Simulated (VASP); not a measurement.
```xyz
2
Lattice="0.0000 3.3161 3.3161 3.3161 0.0000 3.3161 3.3161 3.3161 0.0000" Properties=species:S:1:pos:R:3 pbc="T T T"
Sr     0.0000     0.0000     0.0000
Te     3.3161     3.3161     3.3161
```

Level of theory: vdW-DF-cx, VASP's PBE PAW potentials (set 64) (plane waves; VASP). Numerical set-up: 520 eV cut-off, Gaussian smearing of 0.050 eV, potentials Sr_sv Te.

Unless said otherwise, spin-orbit coupling is left out, though it shifts the bands of the heavy elements here.

What does the run give for the band gap (along the path) with the smallest direct gap where there is one?

```yaml
band gap (along the path): 1.65 eV
smallest direct gap (along the path): 2.40 eV
```

Total energies compare only between runs with the same potentials, cut-off and functional.

The compound is SrTe in the rock salt structure. It was relaxed first.
